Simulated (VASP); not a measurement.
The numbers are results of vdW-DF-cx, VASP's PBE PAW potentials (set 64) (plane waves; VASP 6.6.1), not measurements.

The input files of a VASP run:

**POSCAR**
```
SnO2
1.0
  4.8241277812   0.0000000000   0.0000000000
  0.0000000000   4.8241277812   0.0000000000
  0.0000000000   0.0000000000   3.2585322965
Sn O
2 4
Direct
  0.0000000000   0.0000000000   0.0000000000
  0.5000000000   0.5000000000   0.5000000000
  0.3061968016   0.3061968016   0.0000000000
  0.8061968016   0.1938031984   0.5000000000
  0.1938031984   0.8061968016   0.5000000000
  0.6938031984   0.6938031984   0.0000000000
```

KPOINTS:
```
Regular mesh
0
Gamma
5 5 7
```

**INCAR**
```
# general
SYSTEM   = SnO2
PREC     = Accurate
ENCUT    = 520   # plane-wave cut-off (eV)
LREAL    = .False.
LASPH    = .True.   # aspherical one-centre terms

# electronic loop
EDIFF    = 1E-7   # SCF stop (eV)
NELM     = 100
ALGO     = Normal
LMAXMIX  = 4

# smearing
ISMEAR   = 0
SIGMA    = 0.05   # width (eV)

# functional
GGA      = CX
LUSE_VDW = .True.
AGGAC    = 0.0

# ions
IBRION   = 2   # conjugate gradients
NSW      = 30   # most ionic steps
ISIF     = 4   # ions and shape, fixed volume
EDIFFG   = -0.01

# output
LWAVE    = .False.
LCHARG   = .False.
```

POTCAR, in this order: Sn_d O (PBE.64 set). Program: vasp_std.

Task: What will the output report for the number of irreducible k-points (NKPTS), largest plane-wave count, number of space-group operations, FFT grid (NGX, NGY, NGZ)?

Result: 
```
Property                                       Value
--------------------------------------  ------------
number of irreducible k-points (NKPTS)            24
largest plane-wave count                        2056
number of space-group operations                  16
FFT grid (NGX, NGY, NGZ)                36 × 36 × 24
```

The compound is SnO2 in the rutile structure. This cell is one point of a volume scan, at 1.03 of the reference volume. Symmetry was kept, so distortions that lower it aren't found.
